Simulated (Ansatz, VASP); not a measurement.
# Two plane-wave programs on TiAu

The input INCAR:

```
ALGO     = Normal         # electronic algorithm
EDIFF    = 1E-6           # SCF threshold, eV
ENCUT    = 520            # plane-wave cutoff, eV
GGA      = CA             # functional
ISIF     = 2              # what is computed and relaxed
ISMEAR   = -1             # smearing method
LASPH    = True           # aspherical terms in the spheres
LCHARG   = True           # write CHGCAR
LELF     = True           # ELF
LREAL    = False          # projectors in reciprocal space
LVHAR    = True         
LWAVE    = False          # write WAVECAR
NBANDS   = 18             # bands
NELM     = 80             # most SCF steps
PREC     = Accurate       # precision mode
SIGMA    = 0.15           # smearing width, eV
```

KPOINTS

```
k-points
0
Gamma
  14 14 14
```

Contents of POSCAR:

```
TiAu
1.0
    3.2127369959      0.0000000000      0.0000000000
    0.0000000000      3.2127369959      0.0000000000
    0.0000000000      0.0000000000      3.2127369959
Ti Au
1 1
Direct
    0.5000000000      0.5000000000      0.5000000000
    0.0000000000      0.0000000000      0.0000000000
```

Input for Ansatz:

```yaml
crystal:
  lattice:
    - [3.2127369959, 0.0, 0.0]
    - [0.0, 3.2127369959, 0.0]
    - [0.0, 0.0, 3.2127369959]
  atoms:
    - { symbol: Ti, position: [0.5, 0.5, 0.5] }
    - { symbol: Au, position: [0.0, 0.0, 0.0] }
basis:
  ecutwfc: 420
kpoints:
  mp_grid: { grid: [14, 14, 14] }
hamiltonian:
  xc: lda
scf:
  occupations: { method: fermi_dirac, width: 0.15 }
output:
  forces: true
  stress: true
  eigenvalues: true
```

Alike in both runs: task single point; functional LDA; k mesh 14 × 14 × 14; occupations fermi-dirac, width 0.15 eV; no spin polarisation.

|  | VASP | Ansatz |
| --- | --- | --- |
| version | VASP 6.6.1 | Ansatz 0.2.0 |
| potentials or method | VASP PAW LDA potentials, release 64 (Ti_sv, Au) | scalar-relativistic, plane waves, PAW |
| plane-wave cutoff (eV) | 520 | 420 |
| valence electrons in the cell | 23 | 31 |

VASP gave:

- gap on the k mesh at the Fermi level (eV): none
- pressure (GPa): -2.9

Which values does Ansatz return?

gap on the k mesh at the Fermi level (eV): none; pressure (GPa): -3.2.

A gap of «none» marks a metal or a gap that the smearing closes. The two sets of potentials don't hold the same shells in valence.

Spin-orbit coupling is left out, which matters for the levels of Au.
